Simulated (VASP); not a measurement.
Consider the following.

```
CELL_PARAMETERS angstrom
      1.85973    -3.22115     0.00000
      1.85973     3.22115     0.00000
      0.00000     0.00000     5.74511
ATOMIC_POSITIONS crystal
  Pt 0.00000 0.00000 0.00000
  Se 0.33333 0.66667 0.22828
  Se 0.66667 0.33333 0.77172
```

Computed with r2SCAN meta-GGA, VASP's PBE PAW potentials (set 64) (plane waves; VASP). Run with 520 eV cut-off, 8×8×5 Γ-centred mesh, tetrahedra with Blöchl corrections, potentials Pt Se.

Unless said otherwise, spin-orbit coupling is left out, though it shifts the bands of the heavy elements here.

Question: Give the energies of bands 3 to 14 at the high-symmetry points, in eV from the valence-band maximum.

Answer: 
```csv
band,Γ,M,K,A,L,H
3,-6.48,-6.98,-6.29,-5.99,-7.11,-6.07
4,-6.01,-5.50,-5.73,-5.99,-5.56,-5.84
5,-6.01,-4.89,-5.73,-5.57,-4.94,-5.84
6,-3.70,-4.27,-4.34,-3.71,-4.75,-4.23
7,-3.70,-3.17,-4.34,-3.71,-3.19,-4.23
8,-2.29,-3.08,-3.40,-2.28,-3.17,-3.38
9,-0.68,-2.83,-2.76,-1.60,-2.84,-3.35
10,-0.68,-2.74,-1.57,-0.82,-2.49,-1.98
11,-0.02,-2.66,-1.57,-0.82,-1.54,-1.98
12,2.27,1.47,0.75,2.57,1.89,1.88
13,2.27,2.45,0.75,2.57,2.04,1.88
14,4.77,4.97,4.92,5.53,4.56,6.72
```

The gap is indirect, 0.58 eV, from the valence maximum at Γ-M at 0.20 to the conduction minimum at (0.00, 0.25, 0.40).

The compound is PtSe2 in the 1T layered structure. It was relaxed first, which changed the volume by +12 %.
